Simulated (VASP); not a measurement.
Energy against volume of Cu (fcc). These are revPBE GGA, VASP's PBE PAW potentials (set 64) (plane waves; VASP) values and carry that method's errors. Numerical set-up: 520 eV cut-off, 17×17×17 Γ-centred mesh, first-order Methfessel-Paxton smearing of 0.10 eV, potentials Cu.

```tsv
V (Å³/atom)	E (eV/atom)
11.924	-3.34428
12.292	-3.34921
12.661	-3.34530
13.030	-3.33415
```

Problem. Fit these four points and predict the energy of the run at 11.555 Å³/atom.

Solution. A cubic in V^(−2/3), the third-order Birch-Murnaghan form, passes through the four points with V0 = 12.30 Å³/atom and B0 = 127 GPa, and gives -3.3285 eV/atom there. The run gave -3.3287 eV/atom, -0.2 meV/atom from the fit; all five points give B0 = 127 GPa.

The compound is Cu in the fcc structure. It was relaxed first.
